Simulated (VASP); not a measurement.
Level of theory: PBE GGA with D4 dispersion, VASP's PBE PAW potentials (set 64) (plane waves; VASP 6.6.1).

Input for VASP

File POSCAR:
```
Ag
2.8252080
  0.0000000000   0.7071067847   0.7071067847
  0.7071067847   0.0000000000   0.7071067847
  0.7071067847   0.7071067847   0.0000000000
Ag
1
Cartesian
  0.0000000000   0.0000000000   0.0000000000
```

INCAR:
```
! general
SYSTEM =Ag
PREC   =Accurate
ENCUT  =520
LREAL  =.False.   ! projection in real space or not
LASPH  =.True.   ! aspherical one-centre terms

! electronic loop
EDIFF  =1E-7
NELM   =100   ! most electronic steps
ALGO   =Normal
LMAXMIX=4

! smearing
ISMEAR =1
SIGMA  =0.1   ! width (eV)

! functional
GGA    =PE
IVDW   =13

! ions
ISIF   =2

! output
LWAVE  =.False.
LCHARG =.False.
```

File KPOINTS:
```
Automatic mesh
0
Gamma
15 15 15
0 0 0
```

POTCAR, in this order: Ag (PBE.64 set). Program: vasp_std.

The resulting files:

**OSZICAR**
```
       N       E                     dE             d eps       ncg     rms          rms(c)
DAV:   1     0.447673359442E+02    0.44767E+02   -0.57913E+03  2232   0.111E+03
DAV:   2    -0.250291712880E+01   -0.47270E+02   -0.45130E+02  2221   0.209E+02
DAV:   3    -0.291959154207E+01   -0.41667E+00   -0.41658E+00  2629   0.235E+01
DAV:   4    -0.292046142024E+01   -0.86988E-03   -0.86986E-03  2403   0.991E-01
DAV:   5    -0.292046705740E+01   -0.56372E-05   -0.56369E-05  2471   0.723E-02    0.630E+00
DAV:   6    -0.265738165553E+01    0.26309E+00   -0.11459E+00  2200   0.119E+01    0.394E+00
DAV:   7    -0.264545395267E+01    0.11928E-01   -0.17854E-02  2338   0.147E+00    0.212E+00
DAV:   8    -0.264178778690E+01    0.36662E-02   -0.71148E-04  2252   0.251E-01    0.973E-02
DAV:   9    -0.264179335487E+01   -0.55680E-05   -0.58174E-06  2466   0.245E-02    0.143E-02
DAV:  10    -0.264179971266E+01   -0.63578E-05   -0.32966E-06  2376   0.220E-02    0.735E-03
DAV:  11    -0.264179917466E+01    0.53800E-06   -0.68661E-08  1711   0.285E-03    0.358E-04
DAV:  12    -0.264179912637E+01    0.48282E-07   -0.48100E-09  1138   0.824E-04
   1 F= -.32461811E+01 E0= -.32460758E+01  d E =-.316091E-03
```

**OUTCAR**
```
------------------------ aborting loop because EDIFF is reached ----------------------------------------
  Edisp (eV):   -0.60438
  FORCE on cell =-STRESS in cart. coord.  units (eV):
  Direction    XX          YY          ZZ          XY          YZ          ZX
  --------------------------------------------------------------------------------------
  Total       0.80681     0.80681     0.80681     0.00000     0.00000    -0.00000
  in kB      81.06708    81.06708    81.06708     0.00000     0.00000    -0.00000
  external pressure =       81.07 kB  Pullay stress =        0.00 kB
  volume of cell :       15.95
      direct lattice vectors                 reciprocal lattice vectors
     0.000000000  1.997723745  1.997723745    -0.250284856  0.250284856  0.250284856
     1.997723745  0.000000000  1.997723745     0.250284856 -0.250284856  0.250284856
     1.997723745  1.997723745  0.000000000     0.250284856  0.250284856 -0.250284856
 POSITION                                       TOTAL-FORCE (eV/Angst)
 -----------------------------------------------------------------------------------
      0.00000      0.00000      0.00000         0.000000     -0.000000      0.000000
 -----------------------------------------------------------------------------------
    total drift:                               -0.000000      0.000000     -0.000000
  FREE ENERGIE OF THE ION-ELECTRON SYSTEM (eV)
  ---------------------------------------------------
  free  energy   TOTEN  =        -3.2461811171 eV

  energy  without entropy=       -3.2458650265  energy(sigma->0) =       -3.24607575
```
(Selected blocks of OUTCAR.)

The compound is Ag in the fcc structure. This cell is one point of a volume scan, at 0.94 of the reference volume.
